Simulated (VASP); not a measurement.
Here is the system:

```
CELL_PARAMETERS angstrom
      0.00000     2.65939     2.65939
      2.65939     0.00000     2.65939
      2.65939     2.65939     0.00000
ATOMIC_POSITIONS crystal
  Co 0.00000 0.00000 0.00000
  Si 0.25000 0.25000 0.25000
  Si 0.75000 0.75000 0.75000
```

Calculation: optB88-vdW, VASP's PBE PAW potentials (set 64) (plane waves; VASP). Settings: 520 eV cut-off, 10×10×10 Γ-centred mesh, first-order Methfessel-Paxton smearing of 0.10 eV, potentials Co Si.

Question: Give the stress tensor in GPa (positive for a compressed cell).

Answer: 
```
5.40  0.00  0.00
0.00  5.40  0.00
0.00  0.00  5.40
```
The pressure is its mean diagonal, 5.40 GPa.

The compound is CoSi2 in the fluorite structure. This cell is one point of a volume scan, at 0.97 of the reference volume. The run is not spin-polarised, so no magnetic state was tried. The electron count is odd and the run is not spin-polarised, which forces a metal.
